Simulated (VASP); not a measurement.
# Ge3Os (Pm-3n) in VASP: single point with PBE

Aim: the single point of Ge3Os with PBE.

Everything below comes from runs of VASP 6.6.1. Logs are shortened: lines on timing, memory, paths and dates and some standing lists are left out, and cuts for length are marked.

## Step 1: The cell of the first run

The structure is cubic, space group Pm-3n (No. 223). The conventional cell has a = 5.075 Å, b = 5.075 Å, c = 5.075 Å, α = 90.00°, β = 90.00°, γ = 90.00°. Ge (site symmetry -4m2) is surrounded by 2 Ge at 2.54 Å and 4 Os at 2.84 Å. Os (site symmetry m-3) is surrounded by 12 Ge at 2.84 Å.

The cell was built by a generator and needn't be a form met in nature.

## Step 2: Single point, PBE (species swapped into the Nb3Sn type (Pm-3n, No. 223))

INCAR

```
  PREC = Accurate
  ENCUT = 520
  EDIFF = 1E-6
  ISMEAR = 0
  SIGMA = 0.1
  LREAL = F
  LASPH = T
  NELM = 100
  ALGO = Normal
  ISIF = 2
  LWAVE = F
  LCHARG = F
  GGA = PE
  NBANDS = 60
```

KPOINTS

```
regular mesh
0
Gamma
  4 4 4
```

POSCAR

```
Ge3Os
1.0
    5.0745113256      0.0000000000      0.0000000000
    0.0000000000      5.0745113256      0.0000000000
    0.0000000000      0.0000000000      5.0745113256
Ge Os
6 2
Direct
    0.2500000000      0.0000000000      0.5000000000
    0.5000000000      0.7500000000      0.0000000000
    0.7500000000      0.0000000000      0.5000000000
    0.5000000000      0.2500000000      0.0000000000
    0.0000000000      0.5000000000      0.7500000000
    0.0000000000      0.5000000000      0.2500000000
    0.0000000000      0.0000000000      0.0000000000
    0.5000000000      0.5000000000      0.5000000000
```

Potentials or basis: VASP PAW PBE potentials, release 64 (Ge_d, Os).

Launch:

```console
> cat potpaw_PBE.64/Ge_d/POTCAR potpaw_PBE.64/Os/POTCAR > POTCAR
> mpirun -np 1 vasp_std > vasp.out
```

OUTCAR:

```text
PREC = Accurate
   ENCUT = 520
   EDIFF = 1E-6
   ISMEAR = 0
   LREAL = F
   LASPH = T
   NELM = 100
   ISIF = 2
   GGA = PE

 ion  position               nearest neighbor table
   1  0.250  0.000  0.500-   3 2.54   3 2.54   8 2.84   7 2.84   8 2.84   7 2.84
   2  0.500  0.750  0.000-   4 2.54   4 2.54   8 2.84   8 2.84   7 2.84   7 2.84
   3  0.750  0.000  0.500-   1 2.54   1 2.54   8 2.84   7 2.84   8 2.84   7 2.84
   4  0.500  0.250  0.000-   2 2.54   2 2.54   8 2.84   8 2.84   7 2.84   7 2.84
   5  0.000  0.500  0.750-   6 2.54   6 2.54   8 2.84   7 2.84   7 2.84   8 2.84
   6  0.000  0.500  0.250-   5 2.54   5 2.54   8 2.84   7 2.84   7 2.84   8 2.84
   7  0.000  0.000  0.000-   1 2.84   2 2.84   3 2.84   4 2.84   5 2.84   6 2.84   1 2.84   3 2.84
                             5 2.84   6 2.84   2 2.84   4 2.84
   8  0.500  0.500  0.500-   1 2.84   2 2.84   3 2.84   4 2.84   5 2.84   6 2.84   2 2.84   4 2.84
                             1 2.84   3 2.84   5 2.84   6 2.84

  LATTYP: Found a simple cubic cell.
 ALAT       =     5.0745113256

  Lattice vectors:

 A1 = (   5.0745113256,   0.0000000000,   0.0000000000)
 A2 = (   0.0000000000,   5.0745113256,   0.0000000000)
 A3 = (   0.0000000000,   0.0000000000,   5.0745113256)

Analysis of symmetry for initial positions (statically):
=====================================================================
 Subroutine PRICEL returns:
 Original cell was already a primitive cell.

 Routine SETGRP: Setting up the symmetry group for a
 simple cubic supercell.

 Subroutine GETGRP returns: Found 48 space group operations
 (whereof 24 operations were pure point group operations)
 out of a pool of 48 trial point group operations.

The static configuration has the point symmetry T_h .
 The point group associated with its full space group is O_h .

Analysis of symmetry for dynamics (positions and initial velocities):
=====================================================================
 Subroutine PRICEL returns:
 Original cell was already a primitive cell.

 Routine SETGRP: Setting up the symmetry group for a
 simple cubic supercell.

 Subroutine GETGRP returns: Found 48 space group operations
 (whereof 24 operations were pure point group operations)
 out of a pool of 48 trial point group operations.

The dynamic configuration has the point symmetry T_h .
 The point group associated with its full space group is O_h .

 Subroutine INISYM returns: Found 48 space group operations
 (whereof 24 operations are pure point group operations),
[... 101 lines left out ...]
   POTIM  = 0.5000    time-step for ionic-motion
   TEBEG  =    0.0;   TEEND  =   0.0 temperature during run
   PSTRESS=    0.0 pullay stress
   NELECT =     100.0000    total number of electrons
   NUPDOWN=      -1.0000    fix difference up-down
   EMIN   =  10.00;   EMAX   =-10.00  energy-range for DOS
   EFERMI =   0.00;   METHOD = LEGACY
   ISMEAR =     0;   SIGMA  =   0.10  broadening in eV -4-tet -1-fermi 0-gaus
   EFERMI_NEDOS =   21; number of points for ismear=-14 and -15
   IALGO  =     38    algorithm
   IMIX   =      4    mixing-type and parameters
     AMIX     =   0.40;   BMIX     =  1.00
     AMIX_MAG =   1.60;   BMIX_MAG =  1.00
  volume/ion in A,a.u.               =      16.33       110.23
  Fermi-wavevector in a.u.,A,eV,Ry     =   1.497433  2.829737 30.508402  2.242304
  Thomas-Fermi vector in A             =   2.609321
   LORBIT       =      0    0 simple, 1 ext, 2 COOP (PROOUT), +10 PAW based schemes
   GGA     = PE    functional components
   LHFCALC =     F    Hartree Fock is set to
   AEXX    =    0.0000 exact exchange contribution
   IVDW    =     0    specifies the selected vdW correction
   LEPSILON=     F    determine dielectric tensor
   LRPA    =     F    only Hartree local field effects (RPA)
 non-spin polarized calculation
 Gauss-broadening in eV      SIGMA  =   0.10
  energy-cutoff  :      520.00
  volume of cell :      130.67
 maximum number of plane-waves:      3575
 NGX is ok and might be reduce to    40
   NGX = 19   NGY = 19   NGZ = 19

 number of electron     100.0000000 magnetization

 number of electron      99.9999946 magnetization

 Free energy of the ion-electron system (eV)
  ---------------------------------------------------
  ext. energy  EPLUGINS =         0.00000000
  ---------------------------------------------------
  free energy    TOTEN  =       -46.23291677 eV

  energy without entropy =      -46.21354570  energy(sigma->0) =      -46.22323124

 E-fermi :   8.2263     XC(G=0): -12.3037

 val. band max:        8.2173718059   @ k =   0.2500   0.0000   0.0000
 cond. band min:       8.2736334316   @ k =   0.5000   0.0000   0.0000
 fundamental gap:      0.0562616257
 Fermi energy:         8.2262992253

 k-point     1 :       0.0000    0.0000    0.0000
  band No.  band energies     occupation
      1     -16.9090      2.00000
      2     -16.9008      2.00000
      3     -16.9008      2.00000
      4     -16.7876      2.00000
      5     -16.7876      2.00000
      6     -16.7876      2.00000
[... 619 lines left out ...]
     59      11.6640      0.00000
     60      11.6640      0.00000

------------------------ aborting loop because EDIFF is reached ----------------------------------------

  FORCE on cell =-STRESS in cart. coord.  units (eV):
  Direction    XX          YY          ZZ          XY          YZ          ZX
  --------------------------------------------------------------------------------------
  -------------------------------------------------------------------------------------
  Total        0.0535146      0.0535146      0.0535146      0.0000000     -0.0000000     -0.0000000
  in kB        0.6561458      0.6561458      0.6561458      0.0000000     -0.0000000     -0.0000000
  external PRESSURE =       0.6561458 kB  Pullay stress =       0.0000000 kB

 VOLUME and BASIS-vectors are now :
 -----------------------------------------------------------------------------
  energy-cutoff  :      520.00
  volume of cell :      130.67
      direct lattice vectors                 reciprocal lattice vectors
     5.074511326  0.000000000  0.000000000     0.197063310  0.000000000  0.000000000
     0.000000000  5.074511326  0.000000000     0.000000000  0.197063310  0.000000000
     0.000000000  0.000000000  5.074511326     0.000000000  0.000000000  0.197063310

 POSITION                                       TOTAL-FORCE (eV/Angst)
 -----------------------------------------------------------------------------------
      1.26863      0.00000      2.53726         0.000000     -0.000000     -0.000000
      2.53726      3.80588      0.00000         0.000000     -0.000000     -0.000000
      3.80588      0.00000      2.53726        -0.000000      0.000000      0.000000
      2.53726      1.26863      0.00000        -0.000000     -0.000000     -0.000000
      0.00000      2.53726      3.80588        -0.000000     -0.000000     -0.000000
      0.00000      2.53726      1.26863        -0.000000     -0.000000     -0.000000
      0.00000      0.00000      0.00000        -0.000000     -0.000000     -0.000000
      2.53726      2.53726      2.53726        -0.000000     -0.000000     -0.000000
 -----------------------------------------------------------------------------------
    total drift:                               -0.000000     -0.000000      0.000000

  FREE ENERGIE OF THE ION-ELECTRON SYSTEM (eV)
  ---------------------------------------------------
  free  energy   TOTEN  =       -46.2329167733 eV

  energy  without entropy=      -46.2135456996  energy(sigma->0) =      -46.22323124
```

Run time: 1.8 min. Hardware: 1 thread of Intel Xeon Platinum 8259CL at 2.50GHz (Skylake/Cascade Lake), shared host; peak memory 0.27 GiB.

What came out:

- Free energy: -46.2329 eV
- Pressure: 0.1 GPa
- Band gap on the k mesh: none (metal or under the smearing width)
